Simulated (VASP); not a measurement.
A convergence study with VASP on BaTiO₃ (cubic perovskite): one setting is varied, all else stays as given below, so the limit is that of these other settings. Each run relaxes cell and ions from the cell shown. The basis is that of the starting cell, so low cut-offs carry a Pulay error.

```
BaTiO3
1.0
    4.00000     0.00000     0.00000
    0.00000     4.00000     0.00000
    0.00000     0.00000     4.00000
Ba Ti O
1 1 3
Direct
  0.00000   0.00000   0.00000
  0.50000   0.50000   0.50000
  0.50000   0.00000   0.50000
  0.00000   0.50000   0.50000
  0.50000   0.50000   0.00000
```

Level of theory: PBEsol GGA, VASP's PBE PAW potentials (set 64) (plane waves; VASP 6.6.1). The tightest run used: 800 eV cut-off, 4×4×4 Γ-centred mesh, Gaussian smearing of 0.050 eV, potentials Ba_sv Ti_sv O.

Unless said otherwise, spin-orbit coupling is left out, though it shifts the bands of the heavy elements here. Gaps are read on the run's mesh, which can miss a band edge.

```json
[
 {"setting": "ENCUT = 250", "relaxed volume (Å³/atom)": "10.457", "E (eV/atom)": "-9.2612", "gap on the mesh (eV)": "1.894", "plane waves": "592"},
 {"setting": "ENCUT = 300", "relaxed volume (Å³/atom)": "11.325", "E (eV/atom)": "-8.6608", "gap on the mesh (eV)": "1.879", "plane waves": "770"},
 {"setting": "ENCUT = 350", "relaxed volume (Å³/atom)": "11.980", "E (eV/atom)": "-8.4610", "gap on the mesh (eV)": "1.818", "plane waves": "968"},
 {"setting": "ENCUT = 400", "relaxed volume (Å³/atom)": "12.375", "E (eV/atom)": "-8.4085", "gap on the mesh (eV)": "1.745", "plane waves": "1189"},
 {"setting": "ENCUT = 450", "relaxed volume (Å³/atom)": "12.581", "E (eV/atom)": "-8.3956", "gap on the mesh (eV)": "1.718", "plane waves": "1406"}
]
```

Problem. These are the cheaper rows. Estimate the results at ENCUT = 800, and how far the last row shown lies from them.

Solution. 
```csv
quantity,tightest run,last row shown is off by
relaxed volume (Å³/atom),12.655,-0.075
E (eV/atom),-8.3962,0.0006
gap on the mesh (eV),1.708,0.010
```

Left out are rungs that failed or repeat a setting and relaxations that didn't move; long series are thinned to 24 rows.

The compound is BaTiO3 in the cubic perovskite structure, the ideal cubic form; the compound distorts at low or room temperature.
